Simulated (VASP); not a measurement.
**Ge in VASP: how settings move the PBE single point**

The PBE single point of Ge built on the diamond prototype, under -4.0 % equal strain in all directions is repeated with altered inputs. Which of them can be trusted?

Code: VASP 6.6.1. PAW datasets, plane waves. No spin polarisation and no zero-point or thermal motion.

## Step 1: Starting point

The cell comes from an earlier relaxation with r2SCAN in another program.

The symmetry is Fd-3m (No. 227, cubic); conventional cell a = 5.447 Å, 20.20 Å³ an atom. Ge has 4 Ge at 2.36 Å.

As a file:

```
CELL_PARAMETERS angstrom
0.00000 2.72340 2.72340
2.72340 0.00000 2.72340
2.72340 2.72340 0.00000
ATOMIC_POSITIONS crystal
Ge 0.00000 0.00000 0.00000
Ge 0.25000 0.25000 0.25000
```

## Step 2: The reference run

File INCAR:

```
ENCUT = 520.000000
SIGMA = 0.020000
EDIFF = 1.00e-07
GGA = PE
PREC = Accurate
IBRION = -1
ISIF = 2
ISMEAR = -1
NBANDS = 21
NELM = 120
NSW = 0
LASPH = .TRUE.
LCHARG = .FALSE.
LWAVE = .FALSE.
LREAL = .FALSE.
```

File KPOINTS:

```
KPOINTS created by Atomic Simulation Environment
0
Gamma
8 8 8
0 0 0
```

File POSCAR:

```
Ge
 1.0000000000000000
     0.0000000000000000    2.7233985716000002    2.7233985716000002
     2.7233985716000002    0.0000000000000000    2.7233985716000002
     2.7233985716000002    2.7233985716000002    0.0000000000000000
 Ge
   2
Cartesian
  0.0000000000000000  0.0000000000000000  0.0000000000000000
  1.3616992857999999  1.3616992857999999  1.3616992857999999
```

A file KPOINTS_OPT adds named points for the levels; it doesn't enter the self-consistent loop.

Potentials: the recommended PBE PAW datasets, 28 valence electrons.

Run with:

```bash
> mpirun -np 1 vasp_std
```

## Step 3: Try 1

Edit INCAR of step 2 so:

```diff
@@ -1,2 +1 @@
-ENCUT = 520.000000
 SIGMA = 0.020000
@@ -15 +14,3 @@
 LREAL = .FALSE.
+ISYM = -1
+ENCUT = 500
```

File KPOINTS:

```
KPOINTS created by Atomic Simulation Environment
0
Gamma
4 4 4
0 0 0
```

POSCAR is that of step 2.

## Step 4: Try 2

File INCAR:

```
ENCUT = 520.000000
EDIFF = 1.00e-07
GGA = PE
PREC = Accurate
IBRION = -1
ISIF = 2
NBANDS = 21
NELM = 120
NSW = 0
LASPH = .TRUE.
LCHARG = .FALSE.
LWAVE = .FALSE.
LREAL = .FALSE.
ISYM = -1
ISMEAR = 1
SIGMA = 0.005
```

File KPOINTS:

```
KPOINTS created by Atomic Simulation Environment
0
Gamma
4 4 4
0 0 0
```

POSCAR is that of step 2.

What does the calculation give? Wanted: for each run, changed; ending; energy change; pressure; electronic steps; usable.

The runs gave:

| run | changed | ending | energy change (meV/atom) | pressure (GPa) | gap on the mesh (eV; negative: overlap) | electronic steps | time | usable |
| --- | --- | --- | --- | --- | --- | --- | --- | --- |
| ref. | – | converged | 0 | 14.7 | 0.41 | 12 | 38 s | yes |
| 1 | ISYM = -1, ENCUT = 500, mesh 4×4×4 | converged | 128.1 | 15.0 | 0.55 | 12 | 39 s | no |
| 2 | ISYM = -1, ISMEAR = 1, SIGMA = 0.005, mesh 4×4×4 | converged | 128.0 | 15.1 | 0.55 | 12 | 58 s | no |

Of 2 altered inputs, 2 ended normally on a faulty or unsound input.
